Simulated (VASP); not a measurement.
SiC (wurtzite), at 0.96 of the tabulated volume:

```xyz
4
Lattice="1.5192 -2.6313 0.0000 1.5192 2.6313 0.0000 0.0000 0.0000 4.9817" Properties=species:S:1:pos:R:3 pbc="T T T"
Si     1.5192    -0.8771     2.4909
Si     1.5192     0.8771     0.0000
C      1.5192    -0.8771     4.3590
C      1.5192     0.8771     1.8682
```

The lowest empty band near K, direction c, from mBJ (TB09) with spin-orbit coupling in VASP (PAW); its two spin partners are averaged. The gap over the points computed is 3.23 eV, and the next band on that side lies 6.07 eV away at the edge.

Settings: 520 eV cut-off, 9×9×5 Γ-centred mesh, Gaussian smearing of 0.050 eV, potentials Si C.

| distance from the edge in k (1/Å) | distance in energy (meV) |
|---|---|
| 0.018 | 4.5 |
| 0.025 | 8.7 |
| 0.035 | 17.0 |
| 0.050 | 34.6 |
| 0.070 | 67.6 |

Problem. Fit E(1 + αE) = ħ²k²/2m* (ħ²/2m0 = 3.810 eV Å²) and predict the row at 0.095 1/Å.

Solution. The rows don't resolve α, so a parabola serves: the electron mass is m* = 0.276 m0, and so 124.6 meV. The run gave 123.8 meV, -0.8 meV from the fit.

Left out are points under 3 meV from the edge, since the levels carry 0.1 meV, and points farther than half the way to the next band.

The compound is SiC in the wurtzite structure, the rare 2H polytype. The cell was not relaxed at this level.
